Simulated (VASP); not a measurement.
These are PBE GGA, VASP's PBE PAW potentials (set 64) (plane waves; VASP) values and carry that method's errors.

VASP ran on this input.

**KPOINTS**
```
Automatic mesh
0
Gamma
7 7 7
0 0 0
```

**INCAR**
```
IBRION=2
ENCUT=480   ! plane-wave cut-off (eV)
LREAL=F
ALGO=Normal   ! blocked Davidson
LASPH=T   ! aspherical one-centre terms
EDIFF=1E-6
ISMEAR=0   ! Gaussian
ISIF=3   ! ions, shape and volume
SYSTEM=AgCl
NSW=60   ! most ionic steps
SIGMA=0.05   ! width (eV)
LMAXMIX=4   ! l cut-off of mixed one-centre charges
NELM=100
LWAVE=F
EDIFFG=-0.01   ! ionic stop
PREC=Accurate
GGA=PE
LCHARG=F
```

**POSCAR**
```
AgCl
1
    0.0000000000     2.8034104116     2.8034104116
    2.8034104116     0.0000000000     2.8034104116
    2.8034104116     2.8034104116     0.0000000000
Ag Cl
1 1
Direct
  0.0000000000   0.0000000000   0.0000000000
  0.5000000000   0.5000000000   0.5000000000
```

POTCAR, in this order: Ag Cl (PBE.64 set). Program: vasp_std.

Problem. What will the output report for the number of irreducible k-points (NKPTS), largest plane-wave count, number of space-group operations, FFT grid (NGX, NGY, NGZ)?

Solution. 
```json
{
  "number of irreducible k-points (NKPTS)": "20",
  "largest_plane_wave_count": "1067",
  "number_of_space_group_operations": "48",
  "FFT grid (NGX, NGY, NGZ)": "28 × 28 × 28"
}
```

The compound is AgCl in the rock salt structure. It was relaxed first. The start is the result of an earlier pass.
